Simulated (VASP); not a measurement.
VASP runs on BaHfO₃ (space group Pm-3m) share one base input (PBE GGA, plane waves, VASP's PBE PAW potentials (set 64)) and change the settings named in each case.

INCAR:
```
# general
SYSTEM =BaHfO3
PREC   =Accurate
ENCUT  =400   # plane-wave cut-off (eV)
LREAL  =.FALSE.
LASPH  =.TRUE.

# electronic loop
EDIFF  =1E-6
NELM   =100   # most electronic steps
ALGO   =Normal
LMAXMIX=6

# smearing
ISMEAR =0   # Gaussian
SIGMA  =0.01

# functional
GGA    =PE   # PBE

# ions
ISIF   =2   # forces and stress, cell fixed

# output
LWAVE  =.FALSE.
LCHARG =.FALSE.
```

File KPOINTS:
```
Automatic mesh
0
Gamma
4 4 4
0 0 0
```

File POSCAR:
```
BaHfO3
1
    4.1700000000     0.0000000000     0.0000000000
    0.0000000000     4.1700000000     0.0000000000
    0.0000000000     0.0000000000     4.1700000000
Ba Hf O
1 1 3
Direct
  0.0000000000   0.0000000000   0.0000000000
  0.5000000000   0.5000000000   0.5000000000
  0.5000000000   0.0000000000   0.5000000000
  0.0000000000   0.5000000000   0.5000000000
  0.5000000000   0.5000000000   0.0000000000
```

POTCAR, in this order: Ba_sv Hf_pv O (PBE.64 set). Program: vasp_std.

```json
[
 {"change": "base run", "E(σ→0) (eV/atom)": "-8.7167", "pressure (GPa)": "-0.36", "gap on the mesh (eV)": "3.59"},
 {"change": "GGA removed, POTCAR Ba_sv Hf_pv O (LDA.64 set)", "E(σ→0) (eV/atom)": "-9.5316", "pressure (GPa)": "-9.96", "gap on the mesh (eV)": "3.42"},
 {"change": "GGA = PS", "E(σ→0) (eV/atom)": "-9.1097", "pressure (GPa)": "-6.09", "gap on the mesh (eV)": "3.49"},
 {"change": "GGA = RP", "E(σ→0) (eV/atom)": "-8.3047", "pressure (GPa)": "3.73", "gap on the mesh (eV)": "3.66"},
 {"change": "GGA = RE", "E(σ→0) (eV/atom)": "-8.3611", "pressure (GPa)": "2.62", "gap on the mesh (eV)": "3.64"},
 {"change": "GGA removed, LMIXTAU = .TRUE., METAGGA = R2SCAN", "E(σ→0) (eV/atom)": "-21.6133", "pressure (GPa)": "-3.76", "gap on the mesh (eV)": "4.13"},
 {"change": "GGA = 91", "E(σ→0) (eV/atom)": "-8.7745", "pressure (GPa)": "-0.63", "gap on the mesh (eV)": "3.59"}
]
```
 Energies of different potentials or functionals have different zeros.  Unless said otherwise, spin-orbit coupling is left out, though it shifts the bands of the heavy elements here. At 400 eV the pressure can carry a Pulay error.

Left out are runs that ran out of time, are held back, or changed the cell or the kind of run, fixed moments of cells without a moment, rows past the twelfth, gaps on odd meshes, pressures of charged cells and columns that move by less than the noise.

The structure is a typed BaHfO3 crystal. The cell was not relaxed at this level.
